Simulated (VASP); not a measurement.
# Which face does Hf expose?, part 5 of 5

Aim: compare the low-index faces of Hf at one level of theory.

VASP 6.6.1; PBEsol; plane waves and PAW (Hf).

So far. Step 5 (Potential and states of the slab, 8 atoms, face …): The vacuum level lies 4.46 eV above the Fermi level at the upper face; both faces agree, as the slab has next to no dipole. Step 6 (Relaxing the slab, 12 atoms, face Hf(10-10)): The run ended after 11 ionic steps, 0.081 eV below its first step, once the forces on the free atoms met EDIFFG = -0.03.

## 7. Vacuum level and density of states, 12 atoms, face Hf(10-10) (continued)

OUTCAR, selected parts (step 7):

```text
   NELECT =      48.0000    total number of electrons

 dipolmoment           0.000000      0.000000     -0.000000 electrons x Angstroem

 E-fermi :   1.2865

 k-point     1 :       0.0000    0.0000    0.0000
  band No.  band energies     occupation
    ...
     17       0.7171      2.00000
     18       0.7843      2.00002
     19       0.8439      2.00024
     20       0.9123      2.00237
     21       1.1733      1.95523
     22       1.4197     -0.01855
     23       1.6981     -0.00073
     24       1.8829     -0.00000
     25       2.1257     -0.00000
     26       2.1507     -0.00000
    ...

  Total       -5.5870868     -3.0962810     -0.6482694      0.0000000      0.0000000      0.0000000
  in kB      -19.2831342    -10.6864282     -2.2374210      0.0000000      0.0000000      0.0000000
  external PRESSURE =     -10.7356611 kB  Pullay stress =       0.0000000 kB

 POSITION                                       TOTAL-FORCE (eV/Angst)
 -----------------------------------------------------------------------------------
      0.00000      0.00000      7.59659         0.000000      0.000000      0.027471
      1.57674      0.00000     10.17979         0.000000      0.000000      0.015319
      1.57674      2.48952      8.46280         0.000000      0.000000      0.002775
      0.00000      0.00000     12.94011         0.000000      0.000000      0.010296
      0.00000      2.48952     11.15144         0.000000      0.000000     -0.017779
      1.57674      0.00000     15.68778         0.000000      0.000000      0.015143
      1.57674      2.48952     13.87754         0.000000      0.000000     -0.015143
      0.00000      0.00000     18.41387         0.000000      0.000000      0.017779
      0.00000      2.48952     16.62521         0.000000      0.000000     -0.010296
      1.57674      0.00000     21.10252         0.000000      0.000000     -0.002775
      1.57674      2.48952     19.38553         0.000000      0.000000     -0.015319
      0.00000      2.48952     21.96873         0.000000      0.000000     -0.027471
 -----------------------------------------------------------------------------------
    total drift:                                0.000000     -0.000000      0.000000

  FREE ENERGIE OF THE ION-ELECTRON SYSTEM (eV)
  ---------------------------------------------------
  free  energy   TOTEN  =      -122.4574405970 eV

  energy  without entropy=     -122.4488376401  energy(sigma->0) =     -122.45457294

 vacuum level on the upper side and lower side of the slab         5.292         5.292

[... 8 parts as in an earlier step ...]

[... 9 further parts left out ...]
```

This step gave:

```
electronic cycles                          : 28
dipole moment                              : 0, 0, 0 e·Å
vacuum levels                              : 5.292, 5.292 eV
work functions of the upper and lower face : 4.005, 4.005 eV
```

The planar average of the electrostatic potential oscillates, so the rows of the table below give means over windows of 2.75 Å about each position, cut where the curve ends. Its maxima inside the range that stand out by 2 % of the span (Å: eV): 9.3: -3.29, 12.0: -2.88, 14.8: -2.77, 17.5: -2.88, 20.3: -3.29. Its minima: 8.0: -8.50, 10.7: -7.87, 13.4: -8.00, 16.2: -8.00, 18.9: -7.87, 21.5: -8.50.

Zero at the Fermi level. Planar average of the electrostatic potential against height; means over each step:

| height (Å) | planar average of the electrostatic potential (eV) |
| --- | --- |
| 1.38 | 4.01 |
| 4.12 | 3.94 |
| 6.88 | -2.15 |
| 9.62 | -5.65 |
| 12.38 | -5.36 |
| 15.12 | -5.32 |
| 17.88 | -5.33 |
| 20.62 | -5.77 |
| 23.38 | 0.806 |
| 26.12 | 3.99 |
| 28.88 | 4.01 |

Density of states in the PAW spheres, an atom over height of the layer and energy from the Fermi level.

Ten even steps from '0' (0.00 states/eV) to '9' (1.60 states/eV), each cell a mean:
```
977878878779
764333333467
553333333355
756688886657
676655556676
344444444443
334444444433
344444444443
334334433433
233322223332
223333333322
112222222211
111111111111
000000000000
011000000110
000000000000
000000000000
000000000000
000000000000
000000000000
000000000000
000000000000
```
Columns: height of the layer (Å) from 7.6 to 22 (not evenly spaced); rows upwards: energy from the Fermi level (eV) from -7.9 to 0.5.

Valence density in the ca plane at fractional y = 0.000, with atoms of Hf within 0.2 Å of it. It is the smooth field of the valence electrons, not physical close to the nuclei.

Ten even steps from '0' (0.00 e/Å³) to '9' (0.27 e/Å³), each cell a mean:
```
77778768755556788788768755567654210000000000
87667978766678887668878766688753210000000000
86555678777797786555678877777763210000000000
96555567888767796555578888657984210000000000
86555677877887686555678888767874210000000000
86656788766788787666778776788763210000000000
77778977765567787779868765677754210000000000
77787778855556788886678855566654210000000000
```
Columns run along c (16.0 Å, from fractional 0.37 to 0.91 of the cell), rows up along a (3.2 Å). Atoms in or near the plane, at fractional coordinates: Hf at (0.44, 0.00), Hf at (0.53, 0.50), Hf at (0.62, 0.00), Hf at (0.71, 0.50).

The map of layer states is cut here 0.5 eV above the Fermi level, so it leaves out the states above that.

The vacuum level lies 4.01 eV above the Fermi level at the upper face; both faces agree, as the slab has next to no dipole.

The program found no field-free point at its default tolerance, but its printed level agrees with the flat part of the planar average.

On this mesh the fine structure of the density of states is sampling noise, and high empty states may be cut by the number of bands.

## 8. The faces side by side

This step: surfaces of a metal, PBEsol; plane waves and PAW (VASP 6.6.1).

This step runs nothing: it gathers the runs above.

Symmetric slabs, all atoms free. All faces:

| face | layers | area a surface atom (Å²) | work function (eV) | surface energy as cut (J/m²) | surface energy relaxed (J/m²) | change of the top spacing (%) |
| --- | --- | --- | --- | --- | --- | --- |
| Hf(0001) | 8 | 8.612 | 4.463 | 2.049 | 1.914 | -6.73 |
| Hf(10-10) | 12 | 15.7 | 4.005 | 2.092 | 2.05 | -4.85 |

Each surface energy is the slab's energy less its number of atoms times the bulk energy of -10.5395 eV, over twice the cell's area.

## 9. What came out

| Item | Value |
| --- | --- |
| Hf(0001) | 1.91 J/m², 4.46 eV |
| Hf(10-10) | 2.05 J/m², 4.01 eV |

In words: The cheapest face is Hf(0001) at 1.91 J/m², against 2.05 for Hf(10-10). The work functions are 4.46 eV for Hf(0001) and 4.01 eV for Hf(10-10). The densest face has the highest work function, as the smoothing of the electron density over an open face lowers the surface dipole. The densest face is also the cheapest, since it cuts the fewest bonds an area. The top spacing changes by -6.7 % on Hf(0001) and -4.8 % on Hf(10-10). Of the two ends of the prism face, the one with the short outer spacing was run. One thickness was run for each face, and bulk and slab meshes don't match, which leaves some hundredths of a J/m². The cells are 1 × 1 and can't reconstruct. Spin-orbit coupling is left out, which matters for a heavy metal.

[Lines on the potential files, build, host, timing and source positions are cut from VASP's logs without a mark.]

[Logs are printed without paths, hosts, clocks, repeated set-up lines and the standing remarks that a program may print on its own settings, such as how far it seeks lower states.]

[Hosts, paths, dates, database ids (printed as entryN), source tags and the programs' standing remarks are cut or masked in the printed files.]

[Runs that stopped without an error message from VASP are left out.]
